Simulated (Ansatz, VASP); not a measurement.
**Cross-check of SnGeTe2 (CuAu-ordered zincblende type (invented)) between VASP and Ansatz**

Aim: how closely do two programs agree when they are given the same cell, functional and k mesh? The cell is generated by rule, not measured, and may not be a known phase. The two relaxations start from unlike cells of this crystal (the structure described is Ansatz's start), so only their ends are compared.

Program: Ansatz 0.2.0. Level of theory: plane waves, with VASP 6.6.1 beside it; relaxation of cell and atoms at PBEsol. Results are calculated unless marked as measured.

**1. Set-up**

It takes space group P-4m2 (No. 115, tetragonal). The conventional cell has a = 4.417 Å, b = 4.417 Å, c = 6.247 Å, α = 90.00°, β = 90.00°, γ = 90.00°. Nearest to Ge lie 4 Te at 2.71 Å. Nearest to Sn lie 4 Te at 2.71 Å. Nearest to Te lie 2 Ge at 2.71 Å and 2 Sn at 2.71 Å. Farther neighbours and most contacts between anions are not listed.

**2. VASP: relaxation of cell and atoms, PBEsol, pair 1**

The relaxed volume is the usual yardstick between codes: in a stiff, nearly cubic crystal its relative difference is about their pressure difference at one cell divided by the bulk modulus.

Lines of VASP's logs that name or quote its potential files are left out, and so is its time.

The input, INCAR:

```
SYSTEM = SnGeTe2
PREC = Accurate
ENCUT = 500
EDIFF = 1E-07
NELM = 120
ISMEAR = 0
SIGMA = 0.1
LREAL = .FALSE.
ALGO = Normal
GGA = PS
NBANDS = 26
LORBIT = 11
LWAVE = .FALSE.
LCHARG = .FALSE.
ISIF = 3
IBRION = 2
NSW = 80
EDIFFG = -0.005
LASPH = .TRUE.
GGA_COMPAT = .FALSE.
NELMIN = 4
KPAR = 2
```

The input, POSCAR:

```
SnGeTe2
1.0
    4.2500578591      0.0000000000      0.0000000000
    0.0000000000      4.2500578591      0.0000000000
    0.0000000000      0.0000000000      8.0525089616
Ge Sn Te
1 1 2
Direct
    0.0000000000      0.0000000000      0.0000000000
    0.5000000000      0.5000000000      0.5000000000
    0.0000000000      0.5000000000      0.2307003114
    0.5000000000      0.0000000000      0.7692996886
```

The input, KPOINTS:

```
Automatic mesh
0
Gamma
4 4 4
0 0 0
```

PAW data sets: Ge_d, Sn_d and Te (PBE family, release 64).

Run with:

```
mpirun -np 2 vasp_std
```

Numbers of over 12 decimals in the logs are rounded to 6 here.

The log of the run:

```text
[banner, memory and clock lines left out]
running    2 mpi-ranks, on    1 nodes
 distrk:  each k-point on    1 cores,    2 groups
 distr:  one band on    1 cores,    1 groups

 POSCAR found type information on POSCAR GeSnTe
 POSCAR found :  3 types and       4 ions
|                                                                             |
|               ----> ADVICE to this user running VASP <----                  |
|                                                                             |
|     You enforced a specific xc type in the INCAR file but a different       |
|     [... a line on the potential file left out ...]
|     I HOPE YOU KNOW WHAT YOU ARE DOING!                                     |
|                                                                             |

 LDA part: xc-table for (Slater+PW92), standard interpolation
 POSCAR, INCAR and KPOINTS ok, starting setup
 FFT: planning ... GRIDC
 FFT: planning ... GRID_SOFT
 FFT: planning ... GRID
 WAVECAR not read
 entering main loop
       N       E                     dE             d eps       ncg     rms          rms(c)
DAV:   1     0.318344361369E+03    0.31834E+03   -0.18624E+04  1040   0.218E+03
DAV:   2     0.353247148827E+02   -0.28302E+03   -0.27732E+03   944   0.559E+02
DAV:   3    -0.133840331011E+02   -0.48709E+02   -0.48110E+02  1158   0.168E+02
DAV:   4    -0.157181987735E+02   -0.23342E+01   -0.23169E+01  1072   0.404E+01
DAV:   5    -0.157890008488E+02   -0.70802E-01   -0.70782E-01  1298   0.738E+00    0.888E+00
DAV:   6    -0.156718418593E+02    0.11716E+00   -0.28778E-01  1156   0.306E+00    0.566E+00
DAV:   7    -0.156596960964E+02    0.12146E-01   -0.12939E-01  1142   0.160E+00    0.391E-01
DAV:   8    -0.156567087209E+02    0.29874E-02   -0.20488E-02  1054   0.936E-01    0.382E-01
DAV:   9    -0.156569222832E+02   -0.21356E-03   -0.16795E-03  1160   0.190E-01    0.150E-01
DAV:  10    -0.156570038580E+02   -0.81575E-04   -0.13939E-04  1100   0.674E-02    0.455E-02
DAV:  11    -0.156570265545E+02   -0.22697E-04   -0.36175E-05  1050   0.443E-02    0.151E-02
DAV:  12    -0.156570295067E+02   -0.29522E-05   -0.54397E-06  1048   0.133E-02    0.125E-02
DAV:  13    -0.156570293804E+02    0.12628E-06   -0.10284E-06   960   0.624E-03    0.771E-04
DAV:  14    -0.156570293715E+02    0.89167E-08   -0.81222E-08   560   0.183E-03
   1 F= -.15657029E+02 E0= -.15653075E+02  d E =-.156570E+02
 curvature:   0.00 expect dE= 0.000E+00 dE for cont linesearch  0.000E+00
 trial: gam= 0.00000 g(F)=  0.765E-09 g(S)=  0.807E-04 ort = 0.000E+00 (trialstep = 0.100E+01)
 search vector abs. value=  0.807E-04
 bond charge predicted
       N       E                     dE             d eps       ncg     rms          rms(c)
DAV:   1    -0.156576829849E+02   -0.65360E-03   -0.13183E-02  1160   0.142E+00    0.171E-01
DAV:   2    -0.156572240355E+02    0.45895E-03   -0.99927E-04  1124   0.416E-01    0.743E-02
DAV:   3    -0.156570889677E+02    0.13507E-03   -0.20981E-04  1228   0.162E-01    0.276E-02
DAV:   4    -0.156570652195E+02    0.23748E-04   -0.24801E-05  1404   0.411E-02    0.141E-02
DAV:   5    -0.156570620756E+02    0.31439E-05   -0.28451E-06  1156   0.133E-02    0.581E-03
DAV:   6    -0.156570619396E+02    0.13597E-06   -0.43963E-07   830   0.799E-03    0.122E-03
DAV:   7    -0.156570619406E+02   -0.99681E-09   -0.19475E-08   492   0.125E-03
   2 F= -.15657062E+02 E0= -.15653094E+02  d E =-.325691E-04
 trial-energy change:   -0.000033  1 .order   -0.000034   -0.000081    0.000014
 step:   0.8475(harm=  0.8556)  dis= 0.00000  next Energy=   -15.657063 (dE=-0.336E-04)
 bond charge predicted
       N       E                     dE             d eps       ncg     rms          rms(c)
DAV:   1    -0.156570771211E+02   -0.15182E-04   -0.30566E-04  1160   0.216E-01    0.260E-02
DAV:   2    -0.156570661076E+02    0.11013E-04   -0.23220E-05  1124   0.634E-02    0.114E-02
DAV:   3    -0.156570631466E+02    0.29610E-05   -0.48461E-06  1230   0.246E-02    0.426E-03
DAV:   4    -0.156570628894E+02    0.25725E-06   -0.57206E-07  1078   0.627E-03    0.205E-03
DAV:   5    -0.156570629846E+02   -0.95223E-07   -0.64880E-08   538   0.221E-03
   3 F= -.15657063E+02 E0= -.15653097E+02  d E =-.336131E-04
 curvature:  -0.43 expect dE=-0.177E-05 dE for cont linesearch -0.210E-06
 trial: gam=-0.02667 g(F)=  0.121E-07 g(S)=  0.415E-05 ort = 0.631E-05 (trialstep = 0.969E+00)
 search vector abs. value=  0.388E-05
 reached required accuracy - stopping structural energy minimisation
```

From OUTCAR (step 2):

```text
ion  position               nearest neighbor table
   1  0.000  0.000  0.000-   3 2.82   4 2.82   3 2.82   4 2.82
   2  0.500  0.500  0.500-   3 3.04   4 3.04   4 3.04   3 3.04
   3  0.000  0.500  0.231-   1 2.82   1 2.82   2 3.04   2 3.04
   4  0.500  0.000  0.769-   1 2.82   1 2.82   2 3.04   2 3.04

  LATTYP: Found a simple tetragonal cell.
 ALAT       =     4.2500578591
 C/A-ratio  =     1.8946821969

 Subroutine GETGRP returns: Found  8 space group operations
 (whereof  8 operations were pure point group operations)

The static configuration has the point symmetry D_2d.

 Found     18 irreducible k-points:

   k-points           NKPTS =     18   k-points in BZ     NKDIM =     18   number of bands    NBANDS=     26

   dimension x,y,z NGX =    32 NGY =   32 NGZ =   60
   dimension x,y,z NGXF=    64 NGYF=   64 NGZF=  120

   ENCUT  =  500.0 eV  36.75 Ry    6.06 a.u.   7.75  7.75 14.68*2*pi/ulx,y,z

   NELECT =      40.0000    total number of electrons

 k-points in reciprocal lattice and weights: Automatic mesh
   0.00000000  0.00000000  0.00000000       0.016
   0.25000000  0.00000000  0.00000000       0.062
   0.50000000  0.00000000  0.00000000       0.031
   0.25000000  0.25000000  0.00000000       0.062
   0.50000000  0.25000000  0.00000000       0.062
   0.50000000  0.50000000  0.00000000       0.016
   0.00000000  0.00000000  0.25000000       0.031
   0.25000000  0.00000000  0.25000000       0.125
   0.50000000  0.00000000  0.25000000       0.062
[...]
0.50000000  0.25000000  0.50000000       0.062
   0.50000000  0.50000000  0.50000000       0.016

 average (electrostatic) potential at core
       1 -75.0286       2-102.8095       3 -90.1262       4 -90.1262

 E-fermi :   4.3214

 k-point     1 :       0.0000    0.0000    0.0000
  band No.  band energies     occupation
    ...
     15       1.0644      2.00000
     16       1.5607      2.00000
     17       1.5607      2.00000
     18       2.9069      2.00000
     19       2.9069      2.00000
     20       4.5640      0.00060
     21       5.0392      0.00000
     22       5.3630      0.00000
     23       5.3630      0.00000
     24       6.2725      0.00000
    ...

 k-point     2 :       0.2500    0.0000    0.0000
  band No.  band energies     occupation
    ...
     15       0.2259      2.00000
     16       0.7464      2.00000
     17       1.8174      2.00000
     18       2.6244      2.00000
     19       2.9059      2.00000
     20       4.4470      0.07574
     21       4.6207      0.00002
     22       5.7207      0.00000
     23       6.4213      0.00000
     24       7.2300      0.00000
    ...

 k-point     3 :       0.5000    0.0000    0.0000
  band No.  band energies     occupation
    ...
     16      -0.0927      2.00000
     17       2.1942      2.00000
     18       2.7886      2.00000
     19       3.3803      2.00000
     20       3.5748      2.00000
     21       4.9596      0.00000
     22       5.3689      0.00000
     23       6.6006      0.00000
     24       6.8748      0.00000
     25       7.0582      0.00000
    ...

  Total       -0.0107003     -0.0107003      0.0107127      0.0000000      0.0000000     -0.0000000
  in kB       -0.1177340     -0.1177340      0.1178698      0.0000000      0.0000000     -0.0000000
  external PRESSURE =      -0.0391994 kB  Pullay stress =       0.0000000 kB

  energy-cutoff  :      500.00
  volume of cell :      145.61
      direct lattice vectors                 reciprocal lattice vectors
     4.250712828  0.000000000 -0.000000000     0.235254660  0.000000000 -0.000000000
     0.000000000  4.250712828  0.000000000     0.000000000  0.235254660  0.000000000
     0.000000000  0.000000000  8.059010683     0.000000000  0.000000000  0.124084710

 POSITION                                       TOTAL-FORCE (eV/Angst)
 -----------------------------------------------------------------------------------
      0.00000      0.00000      8.05901        -0.000000     -0.000000      0.000000
      2.12536      2.12536      4.02951        -0.000000      0.000000      0.000000
      0.00000      2.12536      1.85921         0.000000     -0.000000      0.000354
      2.12536      0.00000      6.19980        -0.000000     -0.000000     -0.000354
 -----------------------------------------------------------------------------------
    total drift:                                0.000000      0.000000     -0.000000

  FREE ENERGIE OF THE ION-ELECTRON SYSTEM (eV)
  ---------------------------------------------------
  free  energy   TOTEN  =       -15.6570629846 eV

  energy  without entropy=      -15.6491317055  energy(sigma->0) =      -15.65309735

 reached required accuracy - stopping structural energy minimisation

 total charge
# of ion       s       p       d       tot
------------------------------------------
    1        1.318   0.829  10.005  12.152
    2        1.352   0.777   9.972  12.102
    3        1.403   1.926   0.031   3.359
    4        1.403   1.926   0.031   3.359
--------------------------------------------------
tot          5.476   5.457  20.038  30.972

[... 3 further parts left out ...]
```

CONTCAR:

```
SnGeTe2
   1.00000000000000
     4.2507128276592674    0.0000000000000000   -0.0000000000000000
     0.0000000000000000    4.2507128276592674    0.0000000000000000
     0.0000000000000000    0.0000000000000000    8.0590106825711807
  Ge              Sn              Te
     1     1     2
Direct
     0.0000000000000000    0.0000000000000000    1.0000000000000000
     0.5000000000000000    0.5000000000000000    0.5000000000000000
     0.0000000000000000    0.5000000000000000    0.2306998591489012
     0.5000000000000000    0.0000000000000000    0.7693001408510988
```

The k-mesh is coarse for a metal. The PAW data sets were made with PBE, which is usual practice but a small mismatch for other functionals. The run keeps the 8 symmetry operations of its start, so it cannot find a distortion of lower symmetry.

**3. Ansatz: relaxation of cell and atoms, PBEsol, pair 1**

Ansatz runs on its default PAW (the set named soft_2) files.

Its own start cell and the same functional, mesh and smearing now go to Ansatz, which takes its cutoff from its data sets.

The input, input.yaml:

```yaml
crystal:
  lattice:
    - [4.41725, 0.0, 0.0]
    - [0.0, 4.41725, 0.0]
    - [0.0, 0.0, 6.24693]
  atoms:
    - { symbol: Ge, position: [0.0, 0.0, 0.0] }
    - { symbol: Sn, position: [0.5, 0.5, 0.5] }
    - { symbol: Te, position: [0.0, 0.5, 0.25] }
    - { symbol: Te, position: [0.5, 0.0, 0.75] }
kpoints:
  mp_grid: { grid: [4, 4, 4] }
hamiltonian:
  xc: pbesol
scf:
  occupations: { method: gaussian, width: 0.1 }
output:
  forces: true
  stress: true
  eigenvalues: true
relax:
  adjacent_minimum: "off"
  f_tol: 0.05
  max_steps: 80
  cell: { stress_tol: 0.5 }
```

Run with:

```
ansatz run input.yaml --threads 2 --pin off --max-ram 5120MiB --backend cpu --events-out ev --progress --plain --runs-dir out
```

The log of the run:

```text
The last accepted step is kept in <dir> (removed where the run ends without a failure and the disk answers)
Engine: ansatz 0.2.0, aarch64-unknown-linux-gnu
Pseudopotentials: kind: paw
Pseudopotential: Ge, paw, valence charge 14, recommended cutoff 420 eV (normal), Ge.paw.azcp
Pseudopotential: Sn, paw, valence charge 14, recommended cutoff 420 eV (normal), Sn.paw.azcp
Pseudopotential: Te, paw, valence charge 16, recommended cutoff 420 eV (normal), Te.paw.azcp
Functional definition: PBEsol
  exchange = pbesol_x
  correlation = pbesol_c
Crystal: 4 atoms, lattice volume = 121.891 Å³
Basis set: ecut = 420 eV, 2405 PW (Γ), exchange–correlation on 60×60×90 points (8 copies of the dense FFT grid, shifted against one another)
Bands: 36, of which v1, the nominal top of the filled ones, is band 30 counted from 1 (29 counted from 0)
Symmetry: 8 space group operations
Space group: P-4m2 (ITA 115), of the structure as read, at distance tolerance 5.0e-5 Å
k-points: 18 of 64 (time reversal used)
Non-local potential: Ge, projectors of the file, l = 0: 2, l = 1: 2, l = 2: 3, l = 3: 1
Non-local potential: Sn, projectors of the file, l = 0: 2, l = 1: 2, l = 2: 2, l = 3: 2
Non-local potential: Te, projectors of the file, l = 0: 2, l = 1: 2, l = 2: 2, l = 3: 2
PAW form: soft (Blöchl's): semilocal exchange-correlation on the pseudo side does not see the compensation charge
PAW frozen core: Ge, regenerated for the run's functional, and the local potential with it (the file was generated under x = pbe(κ = 0.804, μ = 0.219515), c = pbe(β = 0.066725))
PAW frozen core: Sn, regenerated for the run's functional, and the local potential with it (the file was generated under x = pbe(κ = 0.804, μ = 0.219515), c = pbe(β = 0.066725))
PAW frozen core: Te, regenerated for the run's functional, and the local potential with it (the file was generated under x = pbe(κ = 0.804, μ = 0.219515), c = pbe(β = 0.066725))
PAW one-centre angular grid: Ge, 590 points (default); XC on 64 Gauss nodes
PAW one-centre angular grid: Sn, 590 points (default); XC on 64 Gauss nodes
PAW one-centre angular grid: Te, 590 points (default); XC on 64 Gauss nodes
Initial density: superposition of atomic densities (neutral atoms: chi_scale 0, normalization atom), corrected by the library's trained network
Initial wavefunctions: pseudopotential atomic-orbital guess
Functional: x = pbesol(κ = 0.804, μ = 0.123457), c = pbesol(β = 0.046)
SCF iter   1: F=—  HF=-24004.304889 eV  |F-HF|=—  |Δ(HF+E_count)|=         —  Δρ=2.50e-3  dr2=1.16e-2  ethr=1.77e-3  ⟨swp⟩=6.5  Hψ=2692  notcnv=0
preconditioner: auto → LDOS  [metal: Δε(μ)=0.076 eV  Ē_g=8.571 eV  σ=0.100 eV  W_gap=0.37  n_scr=28 (ndim 8)  ℏωp=15.0 eV  f_vac=0.054  D(μ)=3.12/eV (n_scr^D=20)  β→1.0]
SCF iter   2: F=—  HF=-24004.299511 eV  |F-HF|=—  |Δ(HF+E_count)|=   5.38e-3  Δρ=6.87e-4  dr2=9.08e-4  ethr=1.93e-5  ⟨swp⟩=2.1  Hψ=1142  notcnv=0  defer=1
SCF iter   3: F=—  HF=-24004.299562 eV  |F-HF|=—  |Δ(HF+E_count)|=   5.03e-5  Δρ=4.17e-4  dr2=2.25e-4  ethr=1.51e-6  ⟨swp⟩=2.0  Hψ=1014  notcnv=0  defer=1
SCF iter   4: F=—  HF=-24004.299489 eV  |F-HF|=—  |Δ(HF+E_count)|=   7.24e-5  Δρ=1.76e-4  dr2=2.78e-5  ethr=3.75e-7  ⟨swp⟩=2.1  Hψ=1036  notcnv=0  defer=1
SCF iter   5: F=—  HF=-24004.299461 eV  |F-HF|=—  |Δ(HF+E_count)|=   2.82e-5  Δρ=4.18e-5  dr2=2.16e-6  ethr=4.63e-8  ⟨swp⟩=2.0  Hψ=994  notcnv=0  defer=1
SCF iter   6: F=—  HF=-24004.299461 eV  |F-HF|=—  |Δ(HF+E_count)|=   1.45e-7  Δρ=1.08e-5  dr2=1.17e-7  ethr=3.60e-9  ⟨swp⟩=3.0  Hψ=1218  notcnv=0  defer=1
SCF iter   7: F=-24004.299461 eV  HF=-24004.299461 eV  |F-HF|=7.20e-9  |Δ(HF+E_count)|=   1.34e-7  Δρ=3.39e-6  dr2=1.92e-8  ethr=1.67e-10  ⟨swp⟩=8.8  Hψ=2781  notcnv=0
SCF 1 converged in 7 iterations: F = -24004.299461 eV  dr2 = 1.92e-8
  greatest PAW one-centre occupation: 0.999 electrons in one spin orbital (limit 2), on the Te atom at site 2 (counted from 0), in its partial waves of l = 2
relax step   1: F+E_penalty+E_count = -24004.29946113 eV  Δ(F+E_penalty+E_count) = +0.000e0 eV  max|allowed force component| = 1.111e0 eV/Å  Δτ_max = 0.0000 Å  P = +13.110 GPa  Ω = 121.891 Å³  (7 SCF iters, dr2 threshold 1.00e-7 eV, accepted)
[...]
relax step   3: F+E_penalty+E_count = -24005.64468708 eV  Δ(F+E_penalty+E_count) = -2.341e-1 eV  max|allowed force component| = 3.154e-2 eV/Å  Δτ_max = 0.0387 Å  P = +1.114 GPa  Ω = 152.198 Å³  energy of the carried Pulay correction = -5.856e-3 eV  (7 SCF iters, dr2 threshold 4.00e-7 eV, accepted)
[...]
relax step   4: F+E_penalty+E_count = -24005.66164975 eV  Δ(F+E_penalty+E_count) = -1.696e-2 eV  max|allowed force component| = 2.475e-3 eV/Å  Δτ_max = 0.0072 Å  P = +0.155 GPa  Ω = 156.558 Å³  energy of the carried Pulay correction = -6.595e-3 eV  (5 SCF iters, dr2 threshold 4.00e-7 eV, accepted)
[...]
relax step   5: F+E_penalty+E_count = -24005.67182074 eV  Δ(F+E_penalty+E_count) = -1.017e-2 eV  max|allowed force component| = 2.851e-3 eV/Å  Δτ_max = 0.0000 Å  P = +0.262 GPa  Ω = 156.558 Å³  stress off target by 3.54e-1 GPa  SCF on the basis re-selected at this cell (its energy is not comparable with the rows above)  (8 SCF iters)
basis re-selected at this cell: Δ(F+E_penalty+E_count) = -1.017e-2 eV, ΔP = +0.107 GPa vs the last step (what re-selecting the basis moved, of the pressure what is left beyond the Pulay correction that the steps carried, after the strain that the cell walked since its last selection, with what the two solves' SCF thresholds leave and, on support functions, any second-order correction that the steps lacked; it is no measure of the basis error at this ecutwfc). The dense FFT grid was sized anew with the basis: this SCF ran on 32×32×48 points, the steps before it on 30×30×45, so part of this shift can come from that change (see relax.cell in the input reference). [rest of the remark cut]
SCF converged after 8 iterations
Free energy (F): -24005.671821 eV
Harris-Foulkes:  -24005.671821 eV  (|F-HF|=5.64e-10)
Internal energy: -24005.667341 eV  (E = F + TS)
E sigma→0 (E₀):  -24005.669581 eV
Entropy (-TS):   -0.004479 eV (-1.120 meV/atom)
Fermi energy:    6.042720 eV
--- Per-component energies (eV) ---
  E_band       = -953.129984
  E_kinetic    = 655.720397
  E_local      = -7175.389651  (includes V_loc(G=0)·N_el)
  E_nonlocal   = -231.783738
  E_hartree    = 3788.860042
  E_xc         = -700.011185
  E_vxc        = -367.929055  (∫ρ·V_xc dr)
  E_paw        = -15203.844491  (= ΣΔE_a)
  E_vpaw       = -1411.471452  (= ΣTr[D̂ρ^β])
  E_aug_tail   = -0.000035  (compensation charges beyond the density's cutoff)
  E_ewald      = -5141.171086
  E_core_change = 1.952406  (= ΣΔE_core)
  E_smearing   = -0.004479  (= −TS)
  E_closure    = 0.000000  (closes the sum)
  Σ components = -24005.671821   (vs F -24005.671821, Δ=0.00e0)
--- Forces (eV/Å), atoms counted from 1 ---
  atom   1  Ge    -0.00000000     0.00000000     0.00000000
  atom   2  Sn    -0.00000000     0.00000000    -0.00000000
  atom   3  Te     0.00000000    -0.00000000     0.00285117
  atom   4  Te     0.00000000    -0.00000000    -0.00285117
  max |Σ_I F_I| component: 4.25e-16 eV/Å
--- Stress (GPa, compression-positive) ---
        0.215778      -0.000000       0.000000
       -0.000000       0.215778      -0.000000
        0.000000      -0.000000       0.354035
  P = ⅓ Tr σ = 0.2619 GPa (2.619 kbar)
--- Band table (eV; the first three rows and the last of 18) ---
  k-point 0: bands = [... 26 lower, 3.7519, 3.9266, 3.9266, 5.1881, 5.8733, 6.8787, 6.8787, 7.0105, ... 2 higher]
  k-point 1: bands = [... 26 lower, 3.6276, 3.6276, 4.2685, 5.2408, 5.9664, 6.7089, 7.3960, 7.3960, ... 2 higher]
  k-point 2: bands = [... 26 lower, 3.2828, 3.2828, 4.7297, 5.3919, 6.0270, 6.4000, 8.3656, 8.3656, ... 2 higher]
  k-point 17: bands = [... 26 lower, 2.1171, 2.1171, 6.0842, 6.2499, 7.3397, 7.3397, 8.3135, 8.3135, ... 2 higher]
--- Relaxed structure (4 steps of the walk, 4 accepted, 1 SCFs on fresh bases) ---
  F+E_penalty+E_count = -24005.67182074 eV   max|allowed force component| = 2.851e-3 eV/Å   (the final SCF, on the basis selected at the relaxed cell)
  cell:  # Å, volume = 156.5583 Å³
    - [4.767813, 0, 1.6625827880280298e-17]
    - [0, 4.767813, 0]
    - [2.351245298775468e-17, 0, 6.887118]
  atoms:
    - { symbol: Ge, position: [0, 0, -2.776921585445652e-19] }
    - { symbol: Sn, position: [0.5, 0.5, 0.5] }
    - { symbol: Te, position: [9.239543715403265e-19, 0.5, 0.226461] }
    - { symbol: Te, position: [0.5, 0, 0.773539] }
```

(Part 1 of 2 ends here.)

[Lines on the potential files, build, host, timing and source positions are cut from VASP's logs without a mark.]

[Logs are printed without paths, hosts, clocks, repeated set-up lines and the standing remarks that a program may print on its own settings, such as how far it seeks lower states.]

[Hosts, paths, dates, database ids (printed as entryN), source tags and the programs' standing remarks are cut or masked in the printed files.]
